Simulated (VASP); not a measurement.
The system is CsPbCl3.

```
CELL_PARAMETERS angstrom
5.61857 0.00000 0.00000
0.00000 5.61857 0.00000
0.00000 0.00000 5.61857
ATOMIC_POSITIONS crystal
Cs 0.00000 0.00000 0.00000
Pb 0.50000 0.50000 0.50000
Cl 0.50000 0.50000 0.00000
Cl 0.00000 0.50000 0.50000
Cl 0.50000 0.00000 0.50000
```

Base run:

```yaml
Program: VASP 6.6.1
Functional: HSE06
Potentials_or_basis: VASP PAW PBE potentials, release 64 (Cs_sv, Pb_d, Cl)
Cutoff: 520 eV
k_mesh: 4 × 4 × 4
Occupations: gaussian, width 0.03 eV
Spin: no spin polarisation
```

Its results: band gap on the k mesh 2.66 eV, direct; pressure 1.2 GPa.

Q: The run is repeated on the same cell with these changes: functional from HSE06 to PBE0. What comes out?

A: Band gap on the k mesh 3.31 eV, direct; pressure 1.1 GPa.

Caveats: the PAW data sets were made with another functional, which shifts forces and pressure a little; spin-orbit coupling is left out, which as a rule narrows the gap of such compounds by several tenths of an eV.
